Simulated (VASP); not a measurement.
# InPd: structure and properties in VASP, part 2 of 4

Aim: relax InPd, then compute properties on the relaxed cell. The start is a computed cell from the Materials Project.

VASP 6.6.1; PBEsol; plane waves and PAW (In_d, Pd).

Still holding for the runs below: This run has no spin polarisation. Its electron count is odd, so without a moment it is a metal by construction. The k-mesh is coarse for a metal.

So far. Step 2 (Relaxing cell and atoms (PBEsol)): It ends with forces that vanish by symmetry and a pressure of 0.01 GPa. Step 3 (Second relaxation): It ends with forces that vanish by symmetry and a pressure of 0.02 GPa. The volume moved by under 0.01 %: the run met its threshold at the first step. The relaxed cell has a = 3.249 Å (conventional setting).

## 4. Single point with fields (PBEsol)

The relaxed cell gets a fresh self-consistent run, on a basis set for its own volume, to fix the density and to check the remaining stress.

INCAR

```
SYSTEM = InPd
PREC = Accurate
ENCUT = 400
EDIFF = 1E-06
NELM = 100
ISMEAR = 1
SIGMA = 0.2
LREAL = .FALSE.
ALGO = Normal
GGA = PS
NBANDS = 17
LASPH = .TRUE.
LORBIT = 11
LWAVE = .FALSE.
LCHARG = .TRUE.
ISIF = 2
LELF = .TRUE.
LVHAR = .TRUE.
```

POSCAR

```
InPd
1.0
    3.2486621846      0.0000000000      0.0000000000
    0.0000000000      3.2486621846      0.0000000000
    0.0000000000      0.0000000000      3.2486621846
In Pd
1 1
Direct
    0.0000000000      0.0000000000      0.0000000000
    0.5000000000      0.5000000000      0.5000000000
```

KPOINTS

```
Automatic mesh
0
Gamma
6 6 6
0 0 0
```

Potentials, in the order of the species: In_d and Pd (PBE family, release 64).

Command:

```bash
$ mpirun -np 2 vasp_std
```

Output:

```text
[banner, memory and clock lines left out]
running    2 mpi-ranks, on    1 nodes
 distrk:  each k-point on    2 cores,    1 groups
 distr:  one band on    1 cores,    2 groups

 POSCAR found type information on POSCAR InPd
 POSCAR found :  2 types and       2 ions
 [... a notice as in an earlier step ...]

 LDA part: xc-table for (Slater+PW92), standard interpolation
|                                                                             |
|           W    W    AA    RRRRR   N    N  II  N    N   GGGG   !!!           |
|           W    W   A  A   R    R  NN   N  II  NN   N  G    G  !!!           |
|           W    W  A    A  R    R  N N  N  II  N N  N  G       !!!           |
|           W WW W  AAAAAA  RRRRR   N  N N  II  N  N N  G  GGG   !            |
|           WW  WW  A    A  R   R   N   NN  II  N   NN  G    G                |
|           W    W  A    A  R    R  N    N  II  N    N   GGGG   !!!           |
|                                                                             |
|     The number of bands has been changed from the values supplied in        |
|     The orbitals not found in the WAVECAR file will be initialized with     |
|     random numbers, which is usually adequate. For correlated               |
|     calculations, however, you should redo the groundstate calculation.     |
|     I found NBANDS = 17. Now, NBANDS = 18.                                  |
|                                                                             |

 POSCAR, INCAR and KPOINTS ok, starting setup
 FFT: planning ... GRIDC
 FFT: planning ... GRID_SOFT
 FFT: planning ... GRID
 WAVECAR not read
 entering main loop
       N       E                     dE             d eps       ncg     rms          rms(c)
DAV:   1     0.140685458986E+03    0.14069E+03   -0.95336E+03   780   0.138E+03
DAV:   2    -0.335098748080E+01   -0.14404E+03   -0.13678E+03   732   0.315E+02
DAV:   3    -0.101293529388E+02   -0.67784E+01   -0.67370E+01   840   0.773E+01
DAV:   4    -0.102705666721E+02   -0.14121E+00   -0.14112E+00   880   0.982E+00
DAV:   5    -0.102775762333E+02   -0.70096E-02   -0.70093E-02   944   0.207E+00    0.717E+00
DAV:   6    -0.100273021633E+02    0.25027E+00   -0.75790E-01   786   0.102E+01    0.315E+00
DAV:   7    -0.998340099069E+01    0.43901E-01   -0.85683E-02   954   0.514E+00    0.175E+00
DAV:   8    -0.997131788522E+01    0.12083E-01   -0.27109E-02   868   0.163E+00    0.421E-01
DAV:   9    -0.997016637606E+01    0.11515E-02   -0.20295E-03   936   0.729E-01    0.811E-02
DAV:  10    -0.997014398706E+01    0.22389E-04   -0.39321E-05  1062   0.819E-02    0.233E-02
DAV:  11    -0.997014329484E+01    0.69221E-06   -0.29847E-06   768   0.156E-02
   1 F= -.99701433E+01 E0= -.99713374E+01  d E =0.358229E-02
```

Run time: 4.8 s. Hardware: 2 MPI ranks of Intel Xeon Platinum 8259CL at 2.50GHz (Skylake/Cascade Lake), shared host; peak memory 0.23 GiB.

OUTCAR, selected parts (step 4):

```text
The static configuration has the point symmetry O_h .

 Found     20 irreducible k-points:

   k-points           NKPTS =     20   k-points in BZ     NKDIM =     20   number of bands    NBANDS=     18

   NELECT =      23.0000    total number of electrons

 E-fermi :  10.6675

 k-point     1 :       0.0000    0.0000    0.0000
  band No.  band energies     occupation
    ...
      7       6.7062      2.00000
      8       6.7062      2.00000
      9       8.3038      2.00000
     10       8.3038      2.00000
     11       8.3038      2.00000
     12      14.8592      0.00000
     13      14.8592      0.00000
     14      14.8592      0.00000
     15      20.2975      0.00000
     16      21.3888      0.00000
    ...

 k-point     2 :       0.1667    0.0000    0.0000
  band No.  band energies     occupation
    ...
      7       6.7066      2.00000
      8       6.7514      2.00000
      9       7.9951      2.00000
     10       7.9951      2.00000
     11       8.2826      2.00000
     12      12.5736     -0.00000
     13      15.7313      0.00000
     14      15.7313      0.00000
     15      20.7505      0.00000
     16      21.2159      0.00000
    ...

  Total        0.0047998      0.0047998      0.0047998     -0.0000000     -0.0000000      0.0000000
  in kB        0.2242969      0.2242969      0.2242969     -0.0000000     -0.0000000      0.0000000
  external PRESSURE =       0.2242969 kB  Pullay stress =       0.0000000 kB

  FREE ENERGIE OF THE ION-ELECTRON SYSTEM (eV)
  ---------------------------------------------------
  free  energy   TOTEN  =        -9.9701432948 eV

  energy  without entropy=       -9.9737255867  energy(sigma->0) =       -9.97133739

[... 10 parts as in an earlier step ...]

[... 4 further parts left out ...]
```

Numbers from this step:

```
SCF cycles : 11
bands      : 18
pressure   : 0.02243 GPa
```

Valence electrons inside each PAW sphere by angular momentum. Sphere charges, by row:

| atom | s (e) | p (e) | d (e) | tot (e) |
| --- | --- | --- | --- | --- |
| In1 | 0.812 | 0.765 | 9.903 | 11.48 |
| Pd2 | 0.421 | 0.441 | 8.646 | 9.508 |

Electrostatic potential energy in the ac plane at fractional y = 0.000, with atoms of In within 0.2 Å of it. With pseudopotentials it is smooth inside the atoms' cores, unlike the true potential.

Values in eV, 14 rows by 14 columns, each cell a mean:
```
-90 -87 -72 -46 -18  -3   0   0  -1  -5 -23 -50 -75 -88
-80 -73 -56 -33 -11  -1   0   1   0  -3 -15 -37 -59 -75
-55 -48 -34 -17  -4  -1   1   1   1  -1  -6 -20 -37 -50
-26 -22 -13  -5  -1   0   2   2   1   0  -2  -6 -15 -23
 -6  -4  -2  -1   0   1   2   2   2   1   0  -1  -3  -5
 -1  -1   0   1   2   2   2   2   2   2   1   1   0  -1
  0   0   1   2   2   2   2   2   2   2   2   1   1   0
 -1   0   0   1   2   2   2   2   2   2   2   1   0   0
 -3  -2  -1   0   1   1   2   2   2   1   0  -1  -1  -3
-21 -17 -10  -4  -1   1   2   2   2   0  -1  -4 -11 -18
-50 -44 -31 -15  -4   0   1   2   1  -1  -5 -17 -33 -46
-77 -70 -53 -31 -10  -1   0   1   0  -2 -13 -34 -56 -72
-89 -85 -70 -44 -17  -2   0   0  -1  -4 -22 -48 -73 -87
-90 -89 -77 -50 -21  -3  -1   0  -1  -6 -26 -55 -80 -90
```
Columns run along a (3.2 Å; values clipped at the 3rd and 97th percentile), rows up along c (3.2 Å). Atoms in or near the plane, at fractional coordinates: In at (0.00, 0.00).

ELF in the ac plane at fractional y = 0.000, with atoms of In within 0.2 Å of it. It is the smooth field of the valence electrons, not physical close to the nuclei.

Ten even steps from '0' (0.01) to '9' (0.32):
```
00038977887798300
00269967887699620
23699778888779963
78998778888778998
99977787777877799
77677877667787767
67788776666778877
78888766666678888
78888766666678888
67788776666778877
77677877667787767
99977787777877799
78998778888778998
23699778888779963
00269967887699620
00038977887798300
50027976776797200
```
Columns run along a (3.2 Å), rows up along c (3.2 Å). Atoms in or near the plane, at fractional coordinates: In at (0.00, 0.00).

Valence density in the ac plane at fractional y = 0.000, with atoms of In within 0.2 Å of it. It is the smooth field of the valence electrons, not physical close to the nuclei.

Ten even steps from '0' (0 e/Å³) to '9' (12 e/Å³):
```
87521000000001257
55310000000000135
32100000000000012
11000000000000001
00000000000000000
00000000000000000
00000000000000000
00000000000000000
00000000000000000
00000000000000000
00000000000000000
00000000000000000
11000000000000001
32100000000000012
55310000000000135
87521000000001257
98531000000001358
```
Columns run along a (3.2 Å), rows up along c (3.2 Å). Atoms in or near the plane, at fractional coordinates: In at (0.00, 0.00).

In this run the pressure is 0.02 GPa, small enough to go on.

## 5. Bands along the symmetry lines (PBEsol)

The mesh alone shows little of the dispersion and can miss band extrema, so KPOINTS_OPT adds a path through the symmetry points after the self-consistent cycle.

INCAR

```
SYSTEM = InPd
PREC = Accurate
ENCUT = 400
EDIFF = 1E-06
NELM = 100
ISMEAR = 1
SIGMA = 0.2
LREAL = .FALSE.
ALGO = Normal
GGA = PS
NBANDS = 23
LASPH = .TRUE.
LORBIT = 11
LWAVE = .FALSE.
LCHARG = .FALSE.
KPAR = 2
```

POSCAR is that of step 4.

KPOINTS is that of step 4.

KPOINTS_OPT

```
Line mode
16
Line-mode
Reciprocal
  0.00000000   0.00000000   0.00000000 GAMMA
  0.00000000   0.50000000   0.00000000 X

  0.00000000   0.50000000   0.00000000 X
  0.50000000   0.50000000   0.00000000 M

  0.50000000   0.50000000   0.00000000 M
  0.00000000   0.00000000   0.00000000 GAMMA

  0.00000000   0.00000000   0.00000000 GAMMA
  0.50000000   0.50000000   0.50000000 R

  0.50000000   0.50000000   0.50000000 R
  0.00000000   0.50000000   0.00000000 X

  0.50000000   0.50000000   0.00000000 M
  0.50000000   0.50000000   0.50000000 R
```

Command:

```bash
$ mpirun -np 2 vasp_std
```

Output:

```text
[... set-up lines as in an earlier step ...]
 entering main loop
       N       E                     dE             d eps       ncg     rms          rms(c)
DAV:   1     0.160605890675E+03    0.16061E+03   -0.87620E+03   944   0.112E+03
DAV:   2    -0.296809487075E+00   -0.16090E+03   -0.15175E+03   983   0.295E+02
DAV:   3    -0.100490502374E+02   -0.97522E+01   -0.96935E+01  1137   0.717E+01
DAV:   4    -0.102678070731E+02   -0.21876E+00   -0.21866E+00  1151   0.983E+00
DAV:   5    -0.102776092846E+02   -0.98022E-02   -0.98019E-02  1357   0.201E+00    0.719E+00
DAV:   6    -0.100274036233E+02    0.25021E+00   -0.59319E-01  1145   0.802E+00    0.316E+00
DAV:   7    -0.998349734441E+01    0.43906E-01   -0.62416E-02  1279   0.402E+00    0.174E+00
DAV:   8    -0.997133025330E+01    0.12167E-01   -0.23112E-02  1256   0.126E+00    0.439E-01
DAV:   9    -0.997016459800E+01    0.11657E-02   -0.17829E-03  1310   0.563E-01    0.856E-02
DAV:  10    -0.997014404958E+01    0.20548E-04   -0.30577E-05  1428   0.597E-02    0.266E-02
DAV:  11    -0.997014331428E+01    0.73530E-06   -0.24153E-06  1117   0.114E-02
   1 F= -.99701433E+01 E0= -.99713374E+01  d E =0.358238E-02
 Start KPOINTS_OPT (optional k-point list driver)
k-point batch [1-20\96]
       N       E                     dE             ncg
DAV:   1     0.417122177957E+04   -0.26366E+04      988
DAV:   2     0.105647551579E+04   -0.31147E+04      976
DAV:   3     0.858831858991E+03   -0.19764E+03     1172
DAV:   4     0.854367467362E+03   -0.44644E+01     1098
DAV:   5     0.854136475062E+03   -0.23099E+00     1386
DAV:   6     0.854133228005E+03   -0.32471E-02     1131
DAV:   7     0.854133180464E+03   -0.47541E-04     1400
DAV:   8     0.854133180178E+03   -0.28578E-06      819
[...]
k-point batch [81-96\96]
       N       E                     dE             ncg
DAV:   1     0.610127475874E+04   -0.10897E+05      775
DAV:   2     0.371268940741E+04   -0.23886E+04      764
DAV:   3     0.356938932951E+04   -0.14330E+03      904
DAV:   4     0.356628032398E+04   -0.31090E+01      965
DAV:   5     0.356613856336E+04   -0.14176E+00     1072
DAV:   6     0.356613516220E+04   -0.34012E-02      978
DAV:   7     0.356613512969E+04   -0.32514E-04     1086
DAV:   8     0.356613512938E+04   -0.31109E-06      662
```

Run time: 15 s. Hardware: 2 MPI ranks; peak memory 0.28 GiB.

OUTCAR, selected parts (step 5):

```text
   k-points           NKPTS =     20   k-points in BZ     NKDIM =     20   number of bands    NBANDS=     23

   NELECT =      23.0000    total number of electrons

 E-fermi :  10.6676

 k-point     1 :       0.0000    0.0000    0.0000
  band No.  band energies     occupation
    ...
      7       6.7063      2.00000
      8       6.7063      2.00000
      9       8.3039      2.00000
     10       8.3039      2.00000
     11       8.3039      2.00000
     12      14.8592      0.00000
     13      14.8592      0.00000
     14      14.8592      0.00000
     15      20.2976      0.00000
     16      21.3888      0.00000
    ...

  Total        0.0022481      0.0022481      0.0022481      0.0000000      0.0000000     -0.0000000
  in kB        0.1050526      0.1050526      0.1050526      0.0000000      0.0000000     -0.0000000
  external PRESSURE =       0.1050526 kB  Pullay stress =       0.0000000 kB

  FREE ENERGIE OF THE ION-ELECTRON SYSTEM (eV)
  ---------------------------------------------------
  free  energy   TOTEN  =        -9.9701433143 eV

  energy  without entropy=       -9.9737256919  energy(sigma->0) =       -9.97133744

[... 9 parts as in an earlier step ...]

[... 8 further parts left out ...]
```

Spin-orbit coupling is off here; with elements this heavy it splits and shifts levels by tenths of an eV or more.

Numbers from this step:

```yaml
bands: 23
pressure: 0.01051 GPa
```

The electronic bands at the labelled points (eV, zero at the Fermi level; # counts the bands kept, so #1 is VASP's band 6):

| point | #3 | #4 | #5 | #6 | #7 | #8 | #9 | #10 |
| --- | --- | --- | --- | --- | --- | --- | --- | --- |
| Γ | -3.96 | -2.36 | -2.36 | -2.36 | 4.19 | 4.19 | 4.19 | 9.63 |
| 0.47 of the way | -3.96 | -2.89 | -2.89 | -2.40 | 0.70 | 5.82 | 5.82 | 10.14 |
| X | -3.96 | -3.39 | -3.39 | -2.45 | -1.18 | 9.70 | 9.70 | 9.96 |
| 0.47 of the way | -3.57 | -3.12 | -3.07 | -2.60 | -1.19 | 4.62 | 5.88 | 9.66 |
| M | -2.78 | -2.78 | -2.46 | -2.46 | -1.77 | 1.52 | 2.48 | 9.57 |
| 0.47 of the way | -3.56 | -3.33 | -2.97 | -2.61 | 0.86 | 2.17 | 7.62 | 8.61 |
| Γ | -3.96 | -2.36 | -2.36 | -2.36 | 4.19 | 4.19 | 4.19 | 9.63 |
| 0.47 of the way | -3.76 | -3.03 | -3.02 | -3.02 | 2.79 | 2.81 | 2.81 | 10.31 |
| R | -5.05 | -1.73 | -1.73 | -0.04 | 3.76 | 3.76 | 3.76 | 4.45 |
| 0.53 of the way | -4.06 | -3.16 | -2.67 | -1.60 | -0.87 | 4.23 | 5.70 | 6.35 |
| X | -3.96 | -3.39 | -3.39 | -2.45 | -1.18 | 9.70 | 9.70 | 9.96 |
| jump to M | -2.78 | -2.78 | -2.46 | -2.46 | -1.77 | 1.52 | 2.48 | 9.57 |
| 0.53 of the way | -4.51 | -2.69 | -1.75 | 0.49 | 0.49 | 0.90 | 2.75 | 6.00 |
| R | -5.05 | -1.73 | -1.73 | -0.04 | 3.76 | 3.76 | 3.76 | 4.45 |

Of the projections kept (In, Pd), the largest for each band there; the rest of the weight can lie on other orbitals:

| point | #3 | #4 | #5 | #6 | #7 | #8 | #9 | #10 |
| --- | --- | --- | --- | --- | --- | --- | --- | --- |
| Γ | Pd 0.97 | Pd 0.99 | Pd 0.99 | Pd 0.99 | In 0.62 | In 0.62 | In 0.62 | Pd 0.52 |
| X | Pd 1.00 | Pd 0.95 | Pd 0.95 | Pd 1.00 | Pd 0.94 | In 0.70 | In 0.70 | In 1.00 |
| M | Pd 0.97 | Pd 0.97 | In 0.58 | In 0.58 | Pd 1.00 | Pd 0.59 | Pd 0.86 | In 1.00 |
| Γ | Pd 0.97 | Pd 0.99 | Pd 0.99 | Pd 0.99 | In 0.62 | In 0.62 | In 0.62 | Pd 0.52 |
| R | Pd 0.82 | Pd 1.00 | Pd 1.00 | In 1.00 | Pd 0.72 | Pd 0.72 | Pd 0.72 | Pd 0.54 |
| X | Pd 1.00 | Pd 0.95 | Pd 0.95 | Pd 1.00 | Pd 0.94 | In 0.70 | In 0.70 | In 1.00 |

There is no gap at this level.

[end of part 2 of 4]

[Lines on the potential files, build, host, timing and source positions are cut from VASP's logs without a mark.]

[Logs are printed without paths, hosts, clocks, repeated set-up lines and the standing remarks that a program may print on its own settings, such as how far it seeks lower states.]

[Hosts, paths, dates, database ids (printed as entryN), source tags and the programs' standing remarks are cut or masked in the printed files.]

[A measured line is paired with the nearest computed mode of its activity, which favours agreement.]
